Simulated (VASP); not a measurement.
Data:

```
CELL_PARAMETERS angstrom
      1.57080    -2.72071     0.00000
      1.57080     2.72071     0.00000
      0.00000     0.00000     5.15100
ATOMIC_POSITIONS crystal
  Si 0.66667 0.33333 0.50000
  Si 0.33333 0.66667 0.00000
  C  0.66667 0.33333 0.87500
  C  0.33333 0.66667 0.37500
```

Computed with PBE GGA, VASP's PBE PAW potentials (set 64) (plane waves; VASP 6.6.1). Settings: 520 eV cut-off, 7×7×4 Γ-centred mesh, Fermi-Dirac smearing of 0.50 eV, potentials Si C.

Problem. Give the stress tensor in GPa (positive for a compressed cell).

Solution. 
```
-9.24   0.00   0.00
 0.00  -9.24   0.00
 0.00   0.00  -8.40
```
The pressure is its mean diagonal, -8.96 GPa.

The compound is SiC in the wurtzite structure, the rare 2H polytype. The cell was not relaxed at this level. The run is one of a series of settings (ISMEAR = -1, SIGMA = 0.5 against the base run), some of them coarse on purpose.
